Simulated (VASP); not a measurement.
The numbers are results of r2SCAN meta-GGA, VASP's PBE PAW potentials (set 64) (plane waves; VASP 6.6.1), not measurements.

Input for VASP

**INCAR**
```
SYSTEM = CdBr2
PREC = Accurate
ENCUT = 400
EDIFF = 1E-6
NELM = 100
ALGO = Normal
LREAL = .FALSE.
LASPH = .TRUE.
ISMEAR = 0
SIGMA = 0.05
METAGGA = R2SCAN
LMIXTAU = .TRUE.
LMAXMIX = 4
LWAVE = .FALSE.
LCHARG = .FALSE.
IBRION = 2
ISIF = 3
NSW = 60
EDIFFG = -0.02
```

**KPOINTS**
```
Regular mesh
0
Gamma
 6 6 2
0 0 0
```

POSCAR:
```
CdBr2
1
    3.9808996487     0.0000000000     0.0000000000
   -1.9904498243     3.4475598071    -0.0000000000
    0.0000000000     0.0000000000    12.8399480950
Cd Br
2 4
Direct
  0.6666670000   0.3333330000   0.8750034428
  0.3333330000   0.6666670000   0.3750034428
  0.0000000000   0.0000000000   0.7545752972
  0.0000000000   0.0000000000   0.2545752972
  0.3333330000   0.6666670000   0.9954112600
  0.6666670000   0.3333330000   0.4954112600
```

POTCAR, in this order: Cd Br (PBE.64 set). Program: vasp_std.

The resulting files:

**OSZICAR**
```
       N       E                     dE             d eps       ncg     rms          rms(c)
DAV:   1     0.254948831602E+03    0.25495E+03   -0.21552E+04   868   0.123E+03
DAV:   2    -0.886520843215E+02   -0.34360E+03   -0.33623E+03  1083   0.313E+02
DAV:   3    -0.112569241497E+03   -0.23917E+02   -0.23847E+02  1022   0.845E+01
DAV:   4    -0.112807451831E+03   -0.23821E+00   -0.23803E+00  1008   0.875E+00
DAV:   5    -0.112810217893E+03   -0.27661E-02   -0.27658E-02  1050   0.876E-01    0.100E+01
DAV:   6    -0.106480632551E+03    0.63296E+01   -0.65368E+00   994   0.297E+01    0.115E+01
DAV:   7    -0.105874125605E+03    0.60651E+00   -0.38674E-01  1036   0.430E+00    0.961E+00
DAV:   8    -0.105246212745E+03    0.62791E+00   -0.13332E-01   973   0.312E+00    0.414E+00
DAV:   9    -0.100295210765E+03    0.49510E+01   -0.10081E+00   868   0.658E+00    0.160E+00
DAV:  10    -0.100073113203E+03    0.22210E+00   -0.13690E-01   882   0.276E+00    0.145E+00
DAV:  11    -0.998173787421E+02    0.25573E+00   -0.21932E-02  1017   0.107E+00    0.110E+00
DAV:  12    -0.994804392300E+02    0.33694E+00   -0.40353E-01   945   0.380E+00    0.600E-01
DAV:  13    -0.994885915226E+02   -0.81523E-02   -0.38401E-03  1001   0.330E-01    0.626E-01
DAV:  14    -0.994885804707E+02    0.11052E-04   -0.59730E-05   973   0.381E-02    0.626E-01
DAV:  15    -0.995348534453E+02   -0.46273E-01   -0.15299E-02   945   0.885E-01    0.741E-01
DAV:  16    -0.995289969739E+02    0.58565E-02   -0.17683E-03   952   0.267E-01    0.754E-01
DAV:  17    -0.995034688723E+02    0.25528E-01   -0.33582E-02   868   0.113E+00    0.807E-01
DAV:  18    -0.995031477670E+02    0.32111E-03   -0.20845E-03  1029   0.243E-01    0.733E-01
DAV:  19    -0.994942242182E+02    0.89235E-02   -0.14811E-03   868   0.326E-01    0.702E-01
DAV:  20    -0.994878057767E+02    0.64184E-02   -0.17241E-02   882   0.845E-01    0.828E-01
DAV:  21    -0.995404144715E+02   -0.52609E-01   -0.85709E-02   868   0.197E+00    0.779E-01
DAV:  22    -0.995383536057E+02    0.20609E-02   -0.11124E-02   994   0.813E-01    0.676E-01
DAV:  23    -0.995395391496E+02   -0.11855E-02   -0.20039E-03   903   0.343E-01    0.696E-01
DAV:  24    -0.995371891826E+02    0.23500E-02   -0.85749E-03   973   0.452E-01    0.546E-01
DAV:  25    -0.995375728874E+02   -0.38370E-03   -0.29721E-03   980   0.266E-01    0.499E-01
DAV:  26    -0.995376176603E+02   -0.44773E-04   -0.20830E-04  1001   0.725E-02    0.470E-01
DAV:  27    -0.995375145616E+02    0.10310E-03   -0.29828E-04   990   0.799E-02    0.478E-01
DAV:  28    -0.995375366157E+02   -0.22054E-04   -0.46069E-05   945   0.382E-02    0.460E-01
DAV:  29    -0.995375032401E+02    0.33376E-04   -0.27299E-05   989   0.282E-02    0.454E-01
DAV:  30    -0.995375277714E+02   -0.24531E-04   -0.23556E-05   966   0.320E-02    0.453E-01
DAV:  31    -0.995375303696E+02   -0.25981E-05   -0.11745E-06   709   0.561E-03    0.454E-01
DAV:  32    -0.995375288949E+02    0.14747E-05   -0.10945E-07   532   0.183E-03    0.453E-01
DAV:  33    -0.995375317469E+02   -0.28520E-05   -0.20023E-06   582   0.971E-03    0.443E-01
DAV:  34    -0.995375322073E+02   -0.46043E-06   -0.23461E-07   497   0.261E-03
   1 F= -.99537532E+02 E0= -.99537532E+02  d E =-.995375E+02
       N       E                     dE             d eps       ncg     rms          rms(c)
DAV:   1    -0.998948585715E+02   -0.35733E+00   -0.99125E+00   924   0.260E+01    0.457E+00
DAV:   2    -0.995658789071E+02    0.32898E+00   -0.76054E-01   903   0.838E+00    0.188E+00
DAV:   3    -0.995334887015E+02    0.32390E-01   -0.76725E-02   959   0.206E+00    0.160E+00
DAV:   4    -0.995132395752E+02    0.20249E-01   -0.58605E-02   868   0.167E+00    0.483E-01
DAV:   5    -0.995446519688E+02   -0.31412E-01   -0.17803E-02   868   0.100E+00    0.922E-02
DAV:   6    -0.995462132321E+02   -0.15613E-02   -0.13959E-03   903   0.316E-01    0.560E-02
DAV:   7    -0.995483848520E+02   -0.21716E-02   -0.99916E-04   945   0.223E-01    0.248E-02
DAV:   8    -0.995486632017E+02   -0.27835E-03   -0.86023E-05  1015   0.749E-02    0.105E-02
DAV:   9    -0.995489141996E+02   -0.25100E-03   -0.12810E-04   952   0.880E-02    0.921E-03
DAV:  10    -0.995488972668E+02    0.16933E-04   -0.17976E-05   945   0.394E-02    0.195E-03
DAV:  11    -0.995489134429E+02   -0.16176E-04   -0.37271E-06   910   0.141E-02    0.122E-03
DAV:  12    -0.995488861440E+02    0.27299E-04   -0.36044E-06   798   0.173E-02    0.108E-03
DAV:  13    -0.995489021538E+02   -0.16010E-04   -0.43699E-07   665   0.614E-03    0.825E-04
DAV:  14    -0.995489009724E+02    0.11814E-05   -0.12472E-07   511   0.264E-03    0.284E-04
DAV:  15    -0.995489012078E+02   -0.23542E-06   -0.17261E-08   476   0.857E-04
   2 F= -.99548901E+02 E0= -.99548901E+02  d E =-.113690E-01
       N       E                     dE             d eps       ncg     rms          rms(c)
DAV:   1    -0.996013844691E+02   -0.52483E-01   -0.13496E+00   924   0.935E+00    0.165E+00
DAV:   2    -0.995525513700E+02    0.48833E-01   -0.11239E-01   889   0.327E+00    0.621E-01
DAV:   3    -0.995481471135E+02    0.44043E-02   -0.13162E-02   966   0.840E-01    0.513E-01
DAV:   4    -0.995446021402E+02    0.35450E-02   -0.79554E-03   868   0.640E-01    0.119E-01
DAV:   5    -0.995525991746E+02   -0.79970E-02   -0.35987E-03   882   0.458E-01    0.423E-02
DAV:   6    -0.995528464821E+02   -0.24731E-03   -0.32873E-04   882   0.147E-01    0.308E-02
DAV:   7    -0.995531804215E+02   -0.33394E-03   -0.15934E-04   987   0.908E-02    0.173E-02
DAV:   8    -0.995532651316E+02   -0.84710E-04   -0.23008E-05   994   0.396E-02    0.498E-03
DAV:   9    -0.995532586624E+02    0.64692E-05   -0.15658E-05   973   0.307E-02    0.437E-03
DAV:  10    -0.995532902448E+02   -0.31582E-04   -0.38167E-06   812   0.176E-02    0.125E-03
DAV:  11    -0.995532692707E+02    0.20974E-04   -0.11242E-06   672   0.997E-03    0.139E-03
DAV:  12    -0.995532815678E+02   -0.12297E-04   -0.28965E-07   581   0.487E-03    0.293E-04
DAV:  13    -0.995532813100E+02    0.25781E-06   -0.42285E-08   476   0.170E-03
   3 F= -.99553281E+02 E0= -.99553281E+02  d E =-.157491E-01
```

OUTCAR:
```
------------------------ aborting loop because EDIFF is reached ----------------------------------------
  FORCE on cell =-STRESS in cart. coord.  units (eV):
  Direction    XX          YY          ZZ          XY          YZ          ZX
  --------------------------------------------------------------------------------------
  Total        0.0454492      0.0454492     -0.0139379      0.0000000      0.0000000     -0.0000000
  in kB        0.4049778      0.4049777     -0.1241949      0.0000000      0.0000000     -0.0000000
  external PRESSURE =       0.2285869 kB  Pullay stress =       0.0000000 kB
  volume of cell :      179.81
      direct lattice vectors                 reciprocal lattice vectors
     4.007723648  0.000000000 -0.000000000     0.249518202  0.144059419 -0.000000000
    -2.003861824  3.470790063  0.000000000    -0.000000000  0.288118838  0.000000000
     0.000000000  0.000000000 12.926450606     0.000000000 -0.000000000  0.077360757
 POSITION                                       TOTAL-FORCE (eV/Angst)
 -----------------------------------------------------------------------------------
      2.00386      1.15693     11.31065        -0.000000     -0.000000     -0.002395
     -0.00000      2.31386      4.84743        -0.000000      0.000000     -0.002395
     -2.00386      3.47079      9.74669        -0.000000      0.000000     -0.013449
     -2.00386      3.47079      3.28347         0.000000      0.000000     -0.013449
     -0.00000      2.31386     12.87445        -0.000000      0.000000      0.015844
      2.00386      1.15693      6.41123         0.000000     -0.000000      0.015844
 -----------------------------------------------------------------------------------
    total drift:                                0.000386     -0.000223     -0.000490
  FREE ENERGIE OF THE ION-ELECTRON SYSTEM (eV)
  ---------------------------------------------------
  free  energy   TOTEN  =       -99.5532813100 eV

  energy  without entropy=      -99.5532813100  energy(sigma->0) =      -99.55328131

 reached required accuracy - stopping structural energy minimisation
```
(Selected blocks of OUTCAR.)

### CONTCAR
```
CdBr2
   1.00000000000000
     4.0077236476461451    0.0000000000003890   -0.0000000000000000
    -2.0038618237723984    3.4707900631566417    0.0000000000000000
     0.0000000000000000    0.0000000000000000   12.9264506063418256
  Cd              Br
     2     4
Direct
     0.6666669999999968    0.3333330000000032    0.8750008148496655
     0.3333330000000032    0.6666669999999968    0.3750008148496655
     0.0000000000000000    1.0000000000000000    0.7540116563986179
     0.0000000000000000    1.0000000000000000    0.2540116563986179
     0.3333330000000032    0.6666669999999968    0.9959775287517134
     0.6666669999999968    0.3333330000000032    0.4959775287517134
```

Energy and stress use the plane-wave basis of the starting cell.

The structure comes from a computed database's CdBr2 entry (P6_3mc); how it stands against other phases isn't given here. This run relaxes it. Symmetry was kept, so distortions that lower it aren't found. The start is the result of an earlier pass.
